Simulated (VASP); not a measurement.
Wanted: the native input for a VASP 6.6.1 run.

- Task: single point
- Functional: LDA
- Potentials or basis: VASP PAW LDA potentials, release 64 (Nb_sv)
- Cutoff: 520 eV
- k mesh: 20 × 20 × 20
- Occupations: gaussian, width 0.15 eV
- Spin: no spin polarisation
- Dipole correction: no
- Further INCAR settings: ALGO = Fast; EDIFF = 1e-06; NBANDS = 12

The structure of Nb lies in POSCAR:

```
Nb
1.0
   -1.6639500000      1.8511443750      1.6639500000
    1.6639500000     -1.8511443750      1.6639500000
    1.6639500000      1.8511443750     -1.6639500000
Nb
1
Direct
    0.0000000000      0.0000000000      0.0000000000
```

This isn't the form of Nb at room conditions, which is bcc.

The cell isn't the ideal one: strain +0.1125 x Voigt [0, 1, 0, 0, 0, 0], atoms carried along.

These files were run (other wordings do the same):

INCAR

```
SYSTEM = Nb
PREC     = Accurate       ! precision mode
ENCUT    = 520            ! plane-wave cutoff, eV
EDIFF    = 1E-6           ! SCF threshold, eV
ISMEAR   = 0              ! smearing method
SIGMA    = 0.15           ! smearing width, eV
LREAL    = .FALSE.        ! projectors in reciprocal space
LASPH    = .TRUE.         ! aspherical terms in the spheres
NELM     = 100            ! most SCF steps
ALGO     = Fast           ! electronic algorithm
ISIF     = 2              ! what is computed and relaxed
LWAVE    = .FALSE.        ! write WAVECAR
LCHARG   = .TRUE.         ! write CHGCAR
LELF     = .TRUE.         ! ELF
LVHAR    = .TRUE.       
NBANDS   = 12             ! bands
```

KPOINTS

```
regular mesh
0
G
  20 20 20
  0 0 0
```

Potentials or basis: VASP PAW LDA potentials, release 64 (Nb_sv).

Command:

```console
$ cat potpaw_LDA.64/Nb_sv/POTCAR > POTCAR
$ mpirun -np 1 vasp_std > vasp.out
```

Results of the run:

The pressure is -23.9 GPa and the band gap on the k mesh is none (metal or under the smearing width).

Caveat: so large a pressure means that the cell lies far from this level's equilibrium, or that cutoff or potentials fall short.

Run time: 3.7 min on 1 thread of Intel(R) Xeon(R) Platinum 8488C (Sapphire Rapids), on a shared host, peak memory 0.25 GiB.
